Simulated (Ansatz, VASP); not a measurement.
# La3Tl in VASP and in Ansatz

Contents of INCAR:

```
SYSTEM = La3Tl
ALGO = Normal
EDIFF = 1E-6
ENCUT = 520
GGA = CA
ISIF = 2
ISMEAR = -1
LASPH = .True.
LCHARG = .False.
LREAL = .False.
LWAVE = .False.
NBANDS = 31
NELM = 100
PREC = Accurate
SIGMA = 0.08
```

The input KPOINTS:

```
k-points
0
Gamma
  8 8 8
  0 0 0
```

File POSCAR:

```
La3Tl
1.0
    5.0430767967      0.0000000000      0.0000000000
    0.0000000000      5.0430767967      0.0000000000
    0.0000000000      0.0000000000      5.0430767967
La Tl
3 1
Direct
    0.0000000000      0.5000000000      0.5000000000
    0.5000000000      0.0000000000      0.5000000000
    0.5000000000      0.5000000000      0.0000000000
    0.0000000000      0.0000000000      0.0000000000
```

Input for Ansatz:

```yaml
crystal:
  lattice:
    - [5.0430767967, 0.0, 0.0]
    - [0.0, 5.0430767967, 0.0]
    - [0.0, 0.0, 5.0430767967]
  atoms:
    - { symbol: La, position: [0.0, 0.5, 0.5] }
    - { symbol: La, position: [0.5, 0.0, 0.5] }
    - { symbol: La, position: [0.5, 0.5, 0.0] }
    - { symbol: Tl, position: [0.0, 0.0, 0.0] }
kpoints:
  mp_grid: { grid: [8, 8, 8] }
  band_path:
    path:
      - [0.0, 0.0, 0.0]
      - [0.0, 0.5, 0.0]
      - [0.5, 0.5, 0.0]
      - [0.0, 0.0, 0.0]
      - [0.5, 0.5, 0.5]
      - [0.0, 0.5, 0.0]
      - [0.5, 0.5, 0.5]
      - [0.5, 0.5, 0.0]
    npoints: 5
scf:
  occupations: { method: fermi_dirac, width: 0.08 }
hamiltonian:
  xc: lda
  pseudopotentials: { kind: all_electron, lapw: { basis_error: 0.0005 } }
output:
  forces: true
  stress: true
  eigenvalues: true
```

Change from the starting cell: volume scaled by 0.99.

Alike in both runs: task single point; functional LDA; k mesh 8 × 8 × 8; occupations fermi-dirac, width 0.08 eV; no spin polarisation.

|  | VASP | Ansatz |
| --- | --- | --- |
| version | VASP 6.6.1 | Ansatz 0.2.0 |
| potentials or method | VASP PAW LDA potentials, release 64 (La, Tl_d) | all-electron LAPW, scalar-relativistic |
| plane-wave cutoff (eV) | 520 | see its input |

|  | VASP | Ansatz | Ansatz less VASP |
| --- | --- | --- | --- |
| pressure (GPa) | -3.3 | -3.3 | +0.06 |

Ansatz ran all-electron here, so the differences hold the error of VASP's frozen core and of both bases.

Spin-orbit coupling is left out, which matters for the levels of La, Tl.
